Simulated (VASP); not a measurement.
Level of theory: PBEsol GGA, VASP's PBE PAW potentials (set 64) (plane waves; VASP).

VASP ran on this input.

File KPOINTS:
```
k-points along high-symmetry lines
10
Line-mode
Reciprocal
  0.000000   0.000000   0.000000 ! GAMMA
  0.500000   0.000000   0.000000 ! M

  0.500000   0.000000   0.000000 ! M
  0.333333   0.333333   0.000000 ! K

  0.333333   0.333333   0.000000 ! K
  0.000000   0.000000   0.000000 ! GAMMA

  0.000000   0.000000   0.000000 ! GAMMA
  0.000000   0.000000   0.500000 ! A

  0.000000   0.000000   0.500000 ! A
  0.500000   0.000000   0.500000 ! L

  0.500000   0.000000   0.500000 ! L
  0.333333   0.333333   0.500000 ! H

  0.333333   0.333333   0.500000 ! H
  0.000000   0.000000   0.500000 ! A

  0.500000   0.000000   0.500000 ! L
  0.500000   0.000000   0.000000 ! M

  0.333333   0.333333   0.500000 ! H
  0.333333   0.333333   0.000000 ! K
```

POSCAR:
```
TaSi
1
    3.0089121834     0.0000000789     0.0000000000
   -1.5044564551     2.6057946619    -0.0000000000
    0.0000000000    -0.0000000000     3.9979701514
Ta Si
1 1
Direct
  0.0000000000   0.0000000000   0.0000000000
  0.6666670000   0.3333330000   0.5000000000
```

**INCAR**
```
SYSTEM = TaSi
PREC = Accurate; ENCUT = 400; LREAL = F
LASPH = T; ICHARG = 11
EDIFF = 1E-7; NELM = 100; ALGO = Normal
LMAXMIX = 6
ISMEAR = 0; SIGMA = 0.05
GGA = PS
LWAVE = F; LCHARG = F; LORBIT = 11
```

POTCAR, in this order: Ta_pv Si (PBE.64 set). Program: vasp_std. Read from the step before: CHGCAR.

What will the output report for the number of irreducible k-points (NKPTS), number of bands (NBANDS), largest plane-wave count, number of space-group operations, FFT grid (NGX, NGY, NGZ)?

- number of irreducible k-points (NKPTS): 90
- number of bands (NBANDS): 11
- largest plane-wave count: 591
- number of space-group operations: 12
- FFT grid (NGX, NGY, NGZ): 20 × 20 × 28

The structure was generated: TaSi was put into the WC type (P-6m2), which need not be its known phase. It was relaxed first, which changed the volume by -12 %. The electron count is odd and the run is not spin-polarised, which forces a metal.
